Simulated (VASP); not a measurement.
Input:

```
CELL_PARAMETERS angstrom
      0.00000     2.60240     2.60240
      2.60240     0.00000     2.60240
      2.60240     2.60240     0.00000
ATOMIC_POSITIONS crystal
  Sr 0.00000 0.00000 0.00000
  O  0.50000 0.50000 0.50000
```

The numbers are results of modified Becke-Johnson potential (mBJ), VASP's PBE PAW potentials (set 64) (plane waves; VASP 6.6.1), not measurements. Settings: 520 eV cut-off, 6×6×6 Γ-centred mesh, Gaussian smearing of 0.050 eV, potentials Sr_sv O.

mBJ is a potential without an energy functional, so only the levels count.

Question: Give the energies of bands 6 to 11 at the high-symmetry points, in eV from the valence-band maximum.

Answer: 
```json
[
 {"band": "6", "Γ": "0.00", "X": "-0.37", "U": "-0.74", "L": "-1.62", "W": "-0.94"},
 {"band": "7", "Γ": "0.00", "X": "-0.09", "U": "-0.51", "L": "-0.96", "W": "-0.34"},
 {"band": "8", "Γ": "0.00", "X": "-0.09", "U": "-0.39", "L": "-0.96", "W": "-0.34"},
 {"band": "9", "Γ": "5.78", "X": "4.90", "U": "6.19", "L": "7.66", "W": "7.29"},
 {"band": "10", "Γ": "7.17", "X": "8.27", "U": "9.01", "L": "9.34", "W": "7.29"},
 {"band": "11", "Γ": "7.17", "X": "9.99", "U": "9.04", "L": "9.34", "W": "8.84"}
]
```

The gap is indirect, 4.90 eV, from the valence maximum at Γ to the conduction minimum at X.

The compound is SrO in the rock salt structure. It was relaxed first. The cell's shape comes from a PBE relaxation.
